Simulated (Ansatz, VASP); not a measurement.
## C (Diamond): VASP beside Ansatz

Wanted: the spread between two codes on one cell, functional and k mesh. The cell is taken from a series of VASP runs on this material, whose earlier steps may have relaxed, scaled or displaced it; both programs get it as it stands.

Main program and level: Ansatz 0.2.0; plane waves, with VASP 6.6.1 beside it; relaxation of cell and atoms at LDA.

## Step 1: The structure

The structure is cubic, space group Fd-3m (No. 227). The conventional cell has a = 3.536 Å, b = 3.536 Å, c = 3.536 Å, α = 90.00°, β = 90.00°, γ = 90.00°. C has 4 C at 1.53 Å nearest.

## Step 2: Ansatz: relaxation of cell and atoms, LDA

Ansatz runs on its default PAW (the set named soft_2) files.

The relaxed volume is the usual yardstick between codes: its relative difference is about their pressure difference at one cell divided by the bulk modulus.

Input file input.yaml:

```yaml
crystal:
  lattice:
    - [0.0, 1.7679206154, 1.7679206154]
    - [1.7679206154, 0.0, 1.7679206154]
    - [1.7679206154, 1.7679206154, 0.0]
  atoms:
    - { symbol: C, position: [0.75, 0.75, 0.75] }
    - { symbol: C, position: [0.5, 0.5, 0.5] }
hamiltonian:
  xc: lda
  pseudopotentials: { kind: paw }
kpoints:
  mp_grid: { grid: [10, 10, 10] }
scf:
  occupations: { method: gaussian, width: 0.03 }
relax:
  f_tol: 0.01
  max_steps: 60
  cell: { stress_tol: 0.05 }
output:
  forces: true
  stress: true
  write_density: true
  write_potential: true
  elf: true
  volumetric_format: npy
```

Run with:

```console
ansatz run input.yaml --threads 4 --pin off --max-ram 9216MiB --backend cpu --events-out ev --progress --plain --runs-dir out
```

Numbers of over 12 decimals in the logs are rounded to 6 here.

Output:

```text
Engine: ansatz 0.2.0, aarch64-unknown-linux-gnu
Pseudopotentials: kind: paw
Pseudopotential: C, paw, valence charge 4, recommended cutoff 420 eV (normal), C.paw.azcp
Functional definition: SPW92
  exchange = slater_x
  correlation = pw_c
Crystal: 2 atoms, lattice volume = 11.051 Å³
Basis set: ecut = 420 eV, 181 PW (Γ)
Bands: 8, of which v1, the nominal top of the filled ones, is band 4 counted from 1 (3 counted from 0)
Symmetry: 48 space group operations
Space group: Fd-3m (ITA 227), of the structure as read, at distance tolerance 2.2e-5 Å
k-points: 47 of 1000
Non-local potential: C, projectors of the file, l = 0: 2, l = 1: 2, l = 2: 1
PAW form: soft (Blöchl's): semilocal exchange-correlation on the pseudo side does not see the compensation charge
PAW frozen core: C, regenerated for the run's functional, and the local potential with it (the file was generated under x = pbe(κ = 0.804, μ = 0.219515), c = pbe(β = 0.066725))
PAW one-centre angular grid: C, 110 points (default); XC on 64 Gauss nodes
Initial density: superposition of atomic densities (neutral atoms: chi_scale 0, normalization atom), corrected by the library's trained network
Initial wavefunctions: pseudopotential atomic-orbital guess
Functional: x = slater, c = lda
SCF iter   1: F=—  HF=-485.985793 eV  |F-HF|=—  |Δ(HF+E_count)|=         —  Δρ=7.46e-3  dr2=2.26e-3  ethr=1.77e-3  ⟨swp⟩=4.7  Hψ=2431  notcnv=0
preconditioner: auto → none  [insulator: Δε(μ)=4.188 eV  Ē_g=19.866 eV  σ=0.030 eV  W_gap=1.00  n_scr=0 (ndim 8)  ℏωp=31.6 eV  f_vac=0.000  D(μ)=0.00/eV (n_scr^D=0)  ε∞_Penn≈3.5]
SCF iter   2: F=—  HF=-485.985283 eV  |F-HF|=—  |Δ(HF+E_count)|=   5.09e-4  Δρ=3.51e-3  dr2=4.94e-4  ethr=2.83e-5  ⟨swp⟩=1.0  Hψ=752  notcnv=0
SCF iter   3: F=—  HF=-485.985149 eV  |F-HF|=—  |Δ(HF+E_count)|=   1.34e-4  Δρ=9.40e-5  dr2=7.58e-7  ethr=6.17e-6  ⟨swp⟩=1.0  Hψ=376  notcnv=0
SCF iter   4: F=—  HF=-485.985148 eV  |F-HF|=—  |Δ(HF+E_count)|=   1.16e-6  Δρ=3.16e-5  dr2=6.50e-8  ethr=9.47e-9  ⟨swp⟩=2.7  Hψ=554  notcnv=0
iter 5 did not close the SCF: its close was put off for the readings that it lacked (scf_convergence_deferred on its scf_iter line)
SCF iter   5: F=-485.985148 eV  HF=-485.985148 eV  |F-HF|=3.57e-9  |Δ(HF+E_count)|=   1.01e-8  Δρ=8.04e-6  dr2=6.01e-9  ethr=8.13e-10  ⟨swp⟩=2.0  Hψ=562  notcnv=0
SCF iter   6: F=-485.985148 eV  HF=-485.985148 eV  |F-HF|=1.25e-12  |Δ(HF+E_count)|=   2.60e-9  Δρ=8.27e-7  dr2=1.43e-11  ethr=7.51e-11  ⟨swp⟩=4.2  Hψ=1670  notcnv=0
SCF 1 converged in 6 iterations: F = -485.985148 eV  dr2 = 1.43e-11
  greatest PAW one-centre occupation: 0.640 electrons in one spin orbital (limit 2), on the C atom at site 1 (counted from 0), in its partial waves of l = 0
relax step   1: F+E_penalty+E_count = -485.98514809 eV  Δ(F+E_penalty+E_count) = +0.000e0 eV  max|allowed force component| = 4.163e-17 eV/Å  Δτ_max = 0.0000 Å  P = -1.601 GPa  Ω = 11.051 Å³  (6 SCF iters, accepted)
[...]
relax step   2: F+E_penalty+E_count = -485.98549399 eV  Δ(F+E_penalty+E_count) = -3.459e-4 eV  max|allowed force component| = 9.252e-17 eV/Å  Δτ_max = 0.0000 Å  P = -0.616 GPa  Ω = 11.029 Å³  energy of the carried Pulay correction = +1.876e-4 eV  (6 SCF iters, dr2 threshold 2.00e-7 eV, accepted)
[...]
relax step   3: F+E_penalty+E_count = -485.98563833 eV  Δ(F+E_penalty+E_count) = -1.443e-4 eV  max|allowed force component| = 1.295e-16 eV/Å  Δτ_max = 0.0000 Å  P = +0.003 GPa  Ω = 11.014 Å³  energy of the carried Pulay correction = +3.046e-4 eV  (7 SCF iters, dr2 threshold 2.00e-7 eV, accepted)
[...]
relax step   4: F+E_penalty+E_count = -485.98528630 eV  Δ(F+E_penalty+E_count) = +3.520e-4 eV  max|allowed force component| = 2.232e-16 eV/Å  Δτ_max = 0.0000 Å  P = -0.045 GPa  Ω = 11.014 Å³  stress off target by 4.46e-2 GPa  SCF on the basis re-selected at this cell (its energy is not comparable with the rows above)  (7 SCF iters)
basis re-selected at this cell: Δ(F+E_penalty+E_count) = +3.520e-4 eV, ΔP = -0.047 GPa vs the last step (what re-selecting the basis moved, of the pressure what is left beyond the Pulay correction that the steps carried, after the strain that the cell walked since its last selection, with what the two solves' SCF thresholds leave and, on support functions, any second-order correction that the steps lacked; it is no m [...]
SCF converged after 7 iterations
Free energy (F): -485.985286 eV
Harris-Foulkes:  -485.985286 eV  (|F-HF|=5.68e-14)
Internal energy: -485.985286 eV  (E = F + TS)
E sigma→0 (E₀):  -485.985286 eV
Fermi energy:    15.703970 eV
--- Per-component energies (eV) ---
  E_band       = 36.050872
  E_kinetic    = 186.494748
  E_local      = -122.230294  (includes V_loc(G=0)·N_el)
  E_nonlocal   = 55.776737
  E_hartree    = 26.161246
  E_xc         = -97.208888
  E_vxc        = -121.029534  (∫ρ·V_xc dr)
  E_paw        = -183.708652  (= ΣΔE_a)
  E_vpaw       = -15.283294  (= ΣTr[D̂ρ^β])
  E_aug_tail   = 0.000017  (compensation charges beyond the density's cutoff)
  E_ewald      = -351.395866
  E_core_change = 0.125665  (= ΣΔE_core)
  E_smearing   = -0.000000  (= −TS)
  E_closure    = 0.000000  (closes the sum)
  Σ components = -485.985286   (vs F -485.985286, Δ=0.00e0)
--- Forces (eV/Å), atoms counted from 1 ---
  atom   1  C      0.00000000     0.00000000     0.00000000
  atom   2  C     -0.00000000    -0.00000000    -0.00000000
  max |Σ_I F_I| component: 3.70e-17 eV/Å
--- Stress (GPa, compression-positive) ---
       -0.044620      -0.000000       0.000000
        0.000000      -0.044620      -0.000000
        0.000000      -0.000000      -0.044620
  P = ⅓ Tr σ = -0.0446 GPa (-0.446 kbar)
--- Band table (eV; the first three rows and the last of 47) ---
  k-point 0: bands = ["-8.1266", "13.6008", "13.6008", "13.6008", "19.2240", "19.2240", "19.2240", "27.7712"]
  k-point 1: bands = ["-7.8448", "11.8977", "13.1355", "13.1355", "19.8228", "19.8228", "20.2176", "27.9285"]
  k-point 2: bands = ["-7.0034", "8.6521", "12.2351", "12.2351", "20.9750", "20.9750", "21.5635", "28.3592"]
  k-point 46: bands = ["1.5337", "1.5337", "5.1944", "5.1944", "23.0198", "23.0198", "27.3796", "27.3796"]
--- Relaxed structure (3 steps of the walk, 3 accepted, 1 SCFs on fresh bases) ---
  F+E_penalty+E_count = -485.98528630 eV   max|allowed force component| = 2.232e-16 eV/Å   (the final SCF, on the basis selected at the relaxed cell)
  cell:  # Å, volume = 11.0143 Å³
    - [0, 1.765940, 1.765940]
    - [1.765940, 0, 1.765940]
    - [1.765940, 1.765940, 0]
  atoms:
    - { symbol: C, position: [0.750000, 0.750000, 0.750000] }
    - { symbol: C, position: [0.5, 0.5, 0.5] }
```

Wall time 0.58 s (4 threads of Arm Neoverse V2, shared host); peak memory 0.25 GiB; 1.5 s of CPU time.

## Step 3: VASP: relaxation of cell and atoms, LDA

The same cell, functional (in two slightly different forms), mesh and smearing now go to VASP, with its own data sets and cutoff.

Lines of VASP's logs that name or quote its potential files are left out, and so is its time.

Input file INCAR:

```
SYSTEM = C
PREC = Accurate
ENCUT = 520
EDIFF = 1E-06
NELM = 100
ISMEAR = 0
SIGMA = 0.03
LREAL = .FALSE.
ALGO = Normal
GGA = CA
NBANDS = 10
LORBIT = 11
LWAVE = .FALSE.
LCHARG = .FALSE.
KPAR = 4
IBRION = 2
NSW = 50
ISIF = 3
EDIFFG = -0.006
```

Input file POSCAR:

```
C
1.0
    0.0000000000      1.7679206154      1.7679206154
    1.7679206154      0.0000000000      1.7679206154
    1.7679206154      1.7679206154      0.0000000000
C
2
Direct
    0.7500000000      0.7500000000      0.7500000000
    0.5000000000      0.5000000000      0.5000000000
```

Input file KPOINTS:

```
Automatic mesh
0
Gamma
10 10 10
0 0 0
```

PAW data sets: C (LDA family, release 64).

Run with:

```console
mpirun -np 4 vasp_std
```

Output:

```text
[banner, memory and clock lines left out]
running    4 mpi-ranks, on    1 nodes
 distrk:  each k-point on    1 cores,    4 groups
 distr:  one band on    1 cores,    1 groups

 POSCAR found type information on POSCAR C
 POSCAR found :  1 types and       2 ions
 LDA part: xc-table for (Slater(with rela. corr.)+CA(PZ))
 , standard interpolation
 POSCAR, INCAR and KPOINTS ok, starting setup
 FFT: planning ... GRIDC
 FFT: planning ... GRID_SOFT
 FFT: planning ... GRID
 WAVECAR not read
 entering main loop
       N       E                     dE             d eps       ncg     rms          rms(c)
DAV:   1    -0.177530137515E+01   -0.17753E+01   -0.49072E+03   996   0.773E+02
DAV:   2    -0.207893567476E+02   -0.19014E+02   -0.18540E+02  1278   0.129E+02
DAV:   3    -0.211053839499E+02   -0.31603E+00   -0.31525E+00  1104   0.134E+01
DAV:   4    -0.211060269554E+02   -0.64301E-03   -0.64298E-03  1054   0.703E-01
DAV:   5    -0.211060278225E+02   -0.86706E-06   -0.86703E-06  1058   0.253E-02    0.589E+00
DAV:   6    -0.204676708105E+02    0.63836E+00   -0.36673E-01   986   0.447E+00    0.342E+00
DAV:   7    -0.202455894487E+02    0.22208E+00   -0.43034E-01  1004   0.486E+00    0.757E-01
DAV:   8    -0.202454010188E+02    0.18843E-03   -0.88960E-03  1002   0.849E-01    0.264E-02
DAV:   9    -0.202453893348E+02    0.11684E-04   -0.32893E-05  1040   0.481E-02    0.196E-02
DAV:  10    -0.202453907954E+02   -0.14605E-05   -0.17584E-06   998   0.119E-02    0.445E-03
DAV:  11    -0.202453907393E+02    0.56057E-07   -0.55976E-08   542   0.198E-03
   1 F= -.20245391E+02 E0= -.20245391E+02  d E =-.202454E+02
 curvature:   0.00 expect dE= 0.000E+00 dE for cont linesearch  0.000E+00
 trial: gam= 0.00000 g(F)=  0.155E-47 g(S)=  0.492E-07 ort = 0.000E+00 (trialstep = 0.100E+01)
 search vector abs. value=  0.493E-07
 reached required accuracy - stopping structural energy minimisation
```

From OUTCAR (step 3):

```text
ion  position               nearest neighbor table
   1  0.750  0.750  0.750-   2 1.53   2 1.53   2 1.53   2 1.53
   2  0.500  0.500  0.500-   1 1.53   1 1.53   1 1.53   1 1.53

  LATTYP: Found a face centered cubic cell.
 ALAT       =     3.5358412308

 Subroutine GETGRP returns: Found 48 space group operations
 (whereof 24 operations were pure point group operations)

The static configuration has the point symmetry T_d .
 The point group associated with its full space group is O_h .

 Found     47 irreducible k-points:

   k-points           NKPTS =     47   k-points in BZ     NKDIM =     47   number of bands    NBANDS=     10

   dimension x,y,z NGX =    20 NGY =   20 NGZ =   20
   dimension x,y,z NGXF=    40 NGYF=   40 NGZF=   40

   ENCUT  =  520.0 eV  38.22 Ry    6.18 a.u.   4.65  4.65  4.65*2*pi/ulx,y,z

   NELECT =       8.0000    total number of electrons

 k-points in reciprocal lattice and weights: Automatic mesh
   0.00000000  0.00000000  0.00000000       0.001
   0.10000000  0.00000000  0.00000000       0.008
   0.20000000  0.00000000  0.00000000       0.008
   0.30000000  0.00000000  0.00000000       0.008
   0.40000000  0.00000000  0.00000000       0.008
   0.50000000  0.00000000  0.00000000       0.004
   0.10000000  0.10000000  0.00000000       0.006
   0.20000000  0.10000000  0.00000000       0.024
   0.30000000  0.10000000  0.00000000       0.024
[...]
-0.30000000  0.40000000  0.20000000       0.024
  -0.30000000  0.50000000  0.20000000       0.012

 average (electrostatic) potential at core
       1 -49.1197       2 -49.1197

 E-fermi :  10.2475

 k-point     1 :       0.0000    0.0000    0.0000
  band No.  band energies     occupation
      1     -11.5602      2.00000
      2      10.1095      2.00000
      3      10.1095      2.00000
      4      10.1095      2.00000
      5      15.7255      0.00000
      6      15.7255      0.00000
      7      15.7255      0.00000
      8      24.2671      0.00000
      9      29.4587      0.00000
    ...

 k-point     2 :       0.1000    0.0000    0.0000
  band No.  band energies     occupation
      1     -11.2785      2.00000
      2       8.4179      2.00000
      3       9.6513      2.00000
      4       9.6513      2.00000
      5      16.3260      0.00000
      6      16.3260      0.00000
      7      16.7184      0.00000
      8      24.4268      0.00000
      9      29.8922      0.00000
    ...

 k-point     3 :       0.2000    0.0000    0.0000
  band No.  band energies     occupation
      1     -10.4386      2.00000
      2       5.1817      2.00000
      3       8.7560      2.00000
      4       8.7560      2.00000
      5      17.4750      0.00000
      6      17.4750      0.00000
      7      18.0586      0.00000
      8      24.8588      0.00000
      9      30.6435      0.00000
    ...

  Total       -0.0008249     -0.0008249     -0.0008249     -0.0000000      0.0000000      0.0000000
  in kB       -0.1195888     -0.1195888     -0.1195888     -0.0000000      0.0000000      0.0000000
  external PRESSURE =      -0.1195888 kB  Pullay stress =       0.0000000 kB

  energy-cutoff  :      520.00
  volume of cell :       11.05
      direct lattice vectors                 reciprocal lattice vectors
     0.000000000  1.767920615  1.767920615    -0.282818129  0.282818129  0.282818129
     1.767920615  0.000000000  1.767920615     0.282818129 -0.282818129  0.282818129
     1.767920615  1.767920615  0.000000000     0.282818129  0.282818129 -0.282818129

 POSITION                                       TOTAL-FORCE (eV/Angst)
 -----------------------------------------------------------------------------------
      2.65188      2.65188      2.65188        -0.000000     -0.000000     -0.000000
      1.76792      1.76792      1.76792         0.000000      0.000000      0.000000
 -----------------------------------------------------------------------------------
    total drift:                                0.000000     -0.000000      0.000000

  FREE ENERGIE OF THE ION-ELECTRON SYSTEM (eV)
  ---------------------------------------------------
  free  energy   TOTEN  =       -20.2453907393 eV

  energy  without entropy=      -20.2453907393  energy(sigma->0) =      -20.24539074

 reached required accuracy - stopping structural energy minimisation

 total charge
# of ion       s       p       d       tot
------------------------------------------
    1        0.823   1.781   0.000   2.604
    2        0.823   1.781   0.000   2.604
--------------------------------------------------
tot          1.646   3.561   0.000   5.208

[... 3 further parts left out ...]
```

CONTCAR:

```
C
   1.00000000000000
     0.0000000000000000    1.7679206154000000    1.7679206154000000
     1.7679206154000000    0.0000000000000000    1.7679206154000000
     1.7679206154000000    1.7679206154000000    0.0000000000000000
  C
     2
Direct
     0.7500000000000000    0.7500000000000000    0.7500000000000000
     0.5000000000000000    0.5000000000000000    0.5000000000000000
```

## Step 4: Side by side

Known differences besides the potentials themselves: the two LDA forms differ slightly; both relaxations stop at a tolerance, which leaves soft axes loose, and VASP keeps its plane-wave basis; the cutoff is 420 eV in Ansatz and 520 eV in VASP; VASP's log shows a relativistic correction to its local exchange, Ansatz's none; Ansatz adds a Pulay correction to the stress that steers its cell, VASP none. Total energies have different zeros and are not compared.

Both answers:

```csv
quantity,Ansatz,VASP,difference
volume (Å³),11.01,11.05,-0.34 %
"edge a after relaxation, in the typed setting (Å)",2.497,2.500,-0.11 %
```

The walks stopped with -0.04 GPa left in Ansatz and -0.01 GPa in VASP; each walk ends within a tolerance, so the volume difference is uncertain by about these residues over the bulk modulus, most in soft cells.

## Step 5: Summary of results

| Property | Result |
| --- | --- |
| difference in volume (relaxation of cell and atoms, LDA) | -0.34 % |

In words: The difference in volume is -0.34 % (relaxation of cell and atoms, LDA), within the 1.2 % picked in this series as the mark of a large difference, as far as the stopping tolerances let one tell. How closely two codes agree says nothing of how well the functional describes the real material.

[Lines on the potential files, build, host, timing and source positions are cut from VASP's logs without a mark.]

[Logs are printed without paths, hosts, clocks, repeated set-up lines and the standing remarks that a program may print on its own settings, such as how far it seeks lower states.]

[Hosts, paths, dates, database ids (printed as entryN), source tags and the programs' standing remarks are cut or masked in the printed files.]
